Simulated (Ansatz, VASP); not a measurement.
Si in VASP and in Ansatz

File INCAR:

```
PREC = Accurate ; ENCUT = 520
EDIFF = 1E-6 ; ISMEAR = 0
SIGMA = 0.15 ; LREAL = F
LASPH = T ; NELM = 80
ALGO = Normal ; ISIF = 2
LWAVE = F ; LCHARG = F
GGA = CA ; NBANDS = 8
```

The input KPOINTS:

```
Automatic mesh
0
Gamma
  22 22 22
```

The input POSCAR:

```
Si
1.0
   -1.6025112060      1.6025112060      1.3599397455
    1.6025112060     -1.6025112060      1.3599397455
    1.6025112060      1.6025112060     -1.3599397455
Si
1
Direct
    0.0000000000      0.0000000000      0.0000000000
```

Input for Ansatz:

```yaml
crystal:
  lattice:
    - [-1.602511206, 1.602511206, 1.3599397455]
    - [1.602511206, -1.602511206, 1.3599397455]
    - [1.602511206, 1.602511206, -1.3599397455]
  atoms:
    - { symbol: Si, position: [0.0, 0.0, 0.0] }
basis:
  ecutwfc: 420
kpoints:
  mp_grid: { grid: [22, 22, 22] }
hamiltonian:
  xc: lda
scf:
  occupations: { method: gaussian, width: 0.15 }
output:
  forces: true
  stress: true
  eigenvalues: true
```

Change from the starting cell: strain -0.015 along x and y, +0.030 along z, atoms carried along.

Alike in both runs: task single point; functional LDA; k mesh 22 × 22 × 22; occupations gaussian, width 0.15 eV; no spin polarisation.

```csv
,VASP,Ansatz
version,VASP 6.6.1,Ansatz 0.2.0
potentials or method,"VASP PAW LDA potentials, release 64 (Si)","scalar-relativistic, plane waves, PAW"
plane-wave cutoff (eV),520,420
valence electrons in the cell,4,4
```

VASP gave:

| Item | Value |
| --- | --- |
| gap on the k mesh at the Fermi level (eV) | none |
| pressure (GPa) | -0.1 |
| largest component of the traceless stress (GPa) | 1.78 |

Problem. Estimate Ansatz's values.

Solution. gap on the k mesh at the Fermi level (eV): none; pressure (GPa): -0.2; largest component of the traceless stress (GPa): 1.76.

A gap of «none» marks a metal or a gap that the smearing closes.
